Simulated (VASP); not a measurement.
Here is the system:

```yaml
crystal:
  lattice:
    - [1.13142, -1.95967, 0.00000]
    - [1.13142, 1.95967, 0.00000]
    - [0.00000, 0.00000, 3.55352]
  atoms:
    - { symbol: Be, position: [0.33333, 0.66667, 0.25000] }
    - { symbol: Be, position: [0.66667, 0.33333, 0.75000] }
```

All values below come from revTPSS meta-GGA, VASP's PBE PAW potentials (set 64) (plane waves; VASP). Settings: 520 eV cut-off, 21×21×12 Γ-centred mesh, tetrahedra with Blöchl corrections, potentials Be.

Problem. What does the run give for the energy per atom (σ→0), band gap (over mesh and band path) with the smallest direct gap where there is one?

Solution. 
| Item | Value |
|---|---|
| band gap (over mesh and band path) | none (metal, semimetal or under 0.01 eV) |
| energy per atom (σ→0) | -4.797 eV/atom |

The absolute energy has meaning only against runs of the same code, potentials and settings.

The compound is Be in the hcp structure. It was relaxed first.
